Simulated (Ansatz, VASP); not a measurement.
# TePt in two plane-wave programs

Aim: how closely do two programs agree when they are given the same cell, functional and k mesh? The cell is taken from a series of runs on this material, whose earlier steps may have relaxed, scaled, displaced or heated it; both programs get it as it stands.

Calculated with Ansatz 0.2.0; plane waves, with VASP 6.6.1 beside it; relaxation of cell and atoms at PBEsol.

**1. Starting point**

It takes space group R-3m (No. 166, trigonal). Conventional cell: a = 3.964 Å, b = 3.964 Å, c = 19.833 Å, α = 90.00°, β = 90.00°, γ = 120.00°. Nearest to Te lie 3 Pt at 2.60 Å. Nearest to Pt lie 3 Te at 2.60 Å and 3 Pt at 2.71 Å. Farther neighbours and most contacts between anions are not listed.

**2. Ansatz: relaxation of cell and atoms, PBEsol**

Ansatz runs on its default PAW (the set named soft_2) files.

The relaxed volume is the usual yardstick between codes: in a stiff, nearly cubic crystal its relative difference is about their pressure difference at one cell divided by the bulk modulus.

input.yaml

```yaml
crystal:
  lattice:
    - [1.9819542302, 1.1442818083, 6.6109069006]
    - [-1.9819542302, 1.1442818083, 6.6109069006]
    - [0.0, -2.2885636167, 6.6109069006]
  atoms:
    - { symbol: Te, position: [0.5984785736, 0.5984785736, 0.5984785736] }
    - { symbol: Te, position: [0.4015214264, 0.4015214264, 0.4015214264] }
    - { symbol: Pt, position: [0.8698131366, 0.8698131366, 0.8698131366] }
    - { symbol: Pt, position: [0.1301868634, 0.1301868634, 0.1301868634] }
kpoints:
  mp_grid: { grid: [12, 12, 12] }
hamiltonian:
  xc: pbesol
scf:
  occupations: { method: methfessel_paxton, width: 0.15 }
output:
  forces: true
  stress: true
  eigenvalues: true
relax:
  adjacent_minimum: "off"
  f_tol: 0.001
  max_steps: 60
  cell: { stress_tol: 0.01 }
```

On the command line:

```bash
$ ansatz run input.yaml --threads 16 --pin off --max-ram 61440MiB --backend cuda --events-out ev --progress --plain --runs-dir out
```

Numbers of over 12 decimals in the logs are rounded to 6 here.

The program printed:

```text
basis.fft_grid_basis auto: the FFT boxes are laid along the combinations [[1, 0, -1], [0, 1, -1], [0, 0, 1]] of the cell's own vectors, 3.964, 3.964 and 6.996 Å long. The dense box has 27×27×48 points. Along the cell's own vectors, as sized, it would have 48×48×48, 3.16 times as many. Of the 12 symmetry operations that the crystal satisfies within crystal.symmetry.tolerance (time reversal apart; of a slab, those that [...]
Engine: ansatz 0.2.0, aarch64-unknown-linux-gnu
Pseudopotentials: kind: paw
Pseudopotential: Te, paw, valence charge 16, recommended cutoff 420 eV (normal), Te.paw.azcp
Pseudopotential: Pt, paw, valence charge 18, recommended cutoff 420 eV (normal), Pt.paw.azcp
Functional definition: PBEsol
  exchange = pbesol_x
  correlation = pbesol_c
device memory: the entry about to start is reckoned to put 9.3 GiB on a device that reports 182.5 GiB free
GPU FFT provider: cuFFT
GPU libraries: cuBLAS 13.8.1, cuFFT 12.4.0, cuSOLVER 12.3.2
GPU matrix products: emulated (plane waves: as basis.precision tells), large ones in fixed point in workspaces of 1.00 GiB
Crystal: 4 atoms, lattice volume = 89.958 Å³
Basis set: ecut = 420 eV, 1763 PW (Γ), FFT grids on a1−a3, a2−a3, a3, exchange–correlation on 54×54×96 points (8 copies of the dense FFT grid, shifted against one another)
Bands: 41, of which v1, the nominal top of the filled ones, is band 34 counted from 1 (33 counted from 0)
Symmetry: 12 space group operations
Space group: R-3m (ITA 166), of the structure as read, at distance tolerance 4.5e-5 Å
k-points: 189 of 1728
Non-local potential: Te, projectors of the file, l = 0: 2, l = 1: 2, l = 2: 2, l = 3: 2
Non-local potential: Pt, projectors of the file, l = 0: 3, l = 1: 2, l = 2: 2, l = 3: 1
PAW form: soft (Blöchl's): semilocal exchange-correlation on the pseudo side does not see the compensation charge
PAW frozen core: Te, regenerated for the run's functional, and the local potential with it (the file was generated under x = pbe(κ = 0.804, μ = 0.219515), c = pbe(β = 0.066725))
PAW frozen core: Pt, regenerated for the run's functional, and the local potential with it (the file was generated under x = pbe(κ = 0.804, μ = 0.219515), c = pbe(β = 0.066725))
PAW one-centre angular grid: Te, 590 points (default); XC on 64 Gauss nodes
PAW one-centre angular grid: Pt, 590 points (default); XC on 64 Gauss nodes
Initial density: superposition of atomic densities (neutral atoms: chi_scale 0, normalization atom), corrected by the library's trained network
Initial wavefunctions: pseudopotential atomic-orbital guess
GPU buffer pool allocated for 34992 grid points (all kernels)
GPU transforms: local potential and band sums: pruned to the plane-wave sphere, on 27×27×48
Functional: x = pbesol(κ = 0.804, μ = 0.123457), c = pbesol(β = 0.046)
SCF iter   1: F=—  HF=-38572.021896 eV  |F-HF|=—  |Δ(HF+E_count)|=         —  Δρ=5.03e-3  dr2=2.18e-2  ethr=1.77e-3  ⟨swp⟩=7.1  Hψ=31524  notcnv=0
preconditioner: auto → LDOS  [metal: Δε(μ)=0.048 eV  Ē_g=8.782 eV  σ=0.150 eV  W_gap=0.27  n_scr=28 (ndim 8)  ℏωp=22.1 eV  f_vac=0.019  D(μ)=1.57/eV (n_scr^D=2)  β→1.0]
SCF iter   2: F=—  HF=-38572.021714 eV  |F-HF|=—  |Δ(HF+E_count)|=   1.82e-4  S|Δr|=    0.00e0  Δρ=3.54e-3  dr2=1.53e-2  ethr=3.21e-5  ⟨swp⟩=2.0  Hψ=14477  notcnv=0  defer=48
SCF iter   3: F=—  HF=-38572.017244 eV  |F-HF|=—  |Δ(HF+E_count)|=   4.47e-3  S|Δr|=    0.00e0  Δρ=8.17e-4  dr2=8.70e-4  ethr=2.25e-5  ⟨swp⟩=2.0  Hψ=12295  notcnv=0  defer=48
SCF iter   4: F=—  HF=-38572.017240 eV  |F-HF|=—  |Δ(HF+E_count)|=   3.50e-6  S|Δr|=    0.00e0  Δρ=1.53e-4  dr2=2.57e-5  ethr=1.28e-6  ⟨swp⟩=2.0  Hψ=11538  notcnv=0  defer=48
SCF iter   5: F=—  HF=-38572.017282 eV  |F-HF|=—  |Δ(HF+E_count)|=   4.16e-5  S|Δr|=    0.00e0  Δρ=4.34e-5  dr2=1.90e-6  ethr=3.78e-8  ⟨swp⟩=2.0  Hψ=12655  notcnv=0  defer=1
SCF iter   6: F=-38572.017282 eV  HF=-38572.017282 eV  |F-HF|=2.44e-9  |Δ(HF+E_count)|=   2.66e-7  S|Δr|=    0.00e0  Δρ=1.16e-5  dr2=6.22e-8  ethr=1.47e-10  ⟨swp⟩=8.1  Hψ=48069  notcnv=0
SCF 1 converged in 6 iterations: F = -38572.017282 eV  dr2 = 6.22e-8
  greatest PAW one-centre occupation: 1.000 electrons in one spin orbital (limit 2), on the Pt atom at site 2 (counted from 0), in its partial waves of l = 0
relax step   1: F+E_penalty+E_count = -38572.01728155 eV  Δ(F+E_penalty+E_count) = +0.000e0 eV  max|allowed force component| = 2.694e-3 eV/Å  Δτ_max = 0.0000 Å  P = -0.005 GPa  Ω = 89.958 Å³  (6 SCF iters, dr2 threshold 1.00e-7 eV, accepted)
[...]
relax step   3: F+E_penalty+E_count = -38572.01728197 eV  Δ(F+E_penalty+E_count) = -4.221e-7 eV  max|allowed force component| = 1.833e-4 eV/Å  Δτ_max = 0.0005 Å  P = +0.003 GPa  Ω = 89.963 Å³  energy of the carried Pulay correction = -1.431e-6 eV  (7 SCF iters, accepted)
[...]
relax step   4: F+E_penalty+E_count = -38572.01728325 eV  Δ(F+E_penalty+E_count) = -1.279e-6 eV  max|allowed force component| = 1.828e-4 eV/Å  Δτ_max = 0.0000 Å  P = +0.003 GPa  Ω = 89.963 Å³  stress off target by 6.07e-3 GPa  SCF on the basis re-selected at this cell (its energy is not comparable with the rows above)  (6 SCF iters)
basis re-selected at this cell: Δ(F+E_penalty+E_count) = -1.279e-6 eV, ΔP = +0.000 GPa vs the last step (what re-selecting the basis moved, of the pressure what is left beyond the Pulay correction that the steps carried, after the strain that the cell walked since its last selection, with what the two solves' SCF thresholds leave and, on support functions, any second-order correction that the steps lacked; it is no m [...]
SCF converged after 6 iterations
Stability not checked: this state was not tested for a lower state beside it, because cold or Methfessel-Paxton smearing, or corrected tetrahedra, fill the levels in a way that the test cannot read (fill_not_monotonic; see scf.lower_state_search)
Free energy (F): -38572.017283 eV
Harris-Foulkes:  -38572.017283 eV  (|F-HF|=0.00e0)
Internal energy: -38572.019516 eV  (E = F + TS)
E sigma→0 (E₀):  -38572.017841 eV
Entropy (-TS):   0.002232 eV (0.558 meV/atom)
Fermi energy:    14.537808 eV
--- Per-component energies (eV) ---
  E_band       = -925.289862
  E_kinetic    = 1642.118303
  E_local      = -6935.050345  (includes V_loc(G=0)·N_el)
  E_nonlocal   = -210.148505
  E_hartree    = 3369.466979
  E_xc         = -769.296673
  E_vxc        = -815.694939  (∫ρ·V_xc dr)
  E_paw        = -27803.711739  (= ΣΔE_a)
  E_vpaw       = -1345.448274  (= ΣTr[D̂ρ^β])
  E_aug_tail   = -0.000049  (compensation charges beyond the density's cutoff)
  E_ewald      = -7866.721080
  E_core_change = 1.323593  (= ΣΔE_core)
  E_smearing   = 0.002232  (= −TS)
  E_closure    = 0.000000  (closes the sum)
  Σ components = -38572.017283   (vs F -38572.017283, Δ=0.00e0)
--- Forces (eV/Å), atoms counted from 1 ---
  atom   1  Te    -0.00000000    -0.00000000     0.00018278
  atom   2  Te     0.00000000     0.00000000    -0.00018278
  atom   3  Pt    -0.00000000    -0.00000000     0.00015255
  atom   4  Pt     0.00000000     0.00000000    -0.00015255
  max |Σ_I F_I| component: 1.16e-18 eV/Å
--- Stress (GPa, compression-positive) ---
        0.006070      -0.000000      -0.000000
       -0.000000       0.006070       0.000000
       -0.000000       0.000000      -0.003825
  P = ⅓ Tr σ = 0.0028 GPa (0.028 kbar)
--- Band table (eV; the first three rows and the last of 189) ---
  k-point 0: bands = [... 30 lower, 12.8383, 15.1860, 15.1860, 15.4492, 15.8042, 17.4276, 17.4276, 19.1594, ... 3 higher]
  k-point 1: bands = [... 30 lower, 12.8867, 14.3877, 15.1484, 15.7535, 16.3229, 16.8488, 17.2267, 19.4809, ... 3 higher]
  k-point 2: bands = [... 30 lower, 12.8776, 13.5338, 15.0557, 15.2554, 16.0648, 16.7433, 17.2341, 19.6781, ... 3 higher]
  k-point 188: bands = [... 30 lower, 12.8897, 12.9262, 15.7879, 15.7879, 16.4718, 16.4718, 18.0751, 19.0956, ... 3 higher]
--- Relaxed structure (3 steps of the walk, 2 accepted, 1 SCFs on fresh bases) ---
  F+E_penalty+E_count = -38572.01728325 eV   max|allowed force component| = 1.828e-4 eV/Å   (the final SCF, on the basis selected at the relaxed cell)
  cell:  # Å, volume = 89.9629 Å³
    - [1.982086, 1.144358, 6.610407]
    - [-1.982086, 1.144358, 6.610407]
    - [0, -2.288715, 6.610407]
  atoms:
    - { symbol: Te, position: [0.598456, 0.598456, 0.598456] }
    - { symbol: Te, position: [0.401544, 0.401544, 0.401544] }
    - { symbol: Pt, position: [0.869803, 0.869803, 0.869803] }
    - { symbol: Pt, position: [0.130197, 0.130197, 0.130197] }
```

[end of part 1 of 2]

[Lines on the potential files, build, host, timing and source positions are cut from VASP's logs without a mark.]

[Logs are printed without paths, hosts, clocks, repeated set-up lines and the standing remarks that a program may print on its own settings, such as how far it seeks lower states.]

[Hosts, paths, dates, database ids (printed as entryN), source tags and the programs' standing remarks are cut or masked in the printed files.]
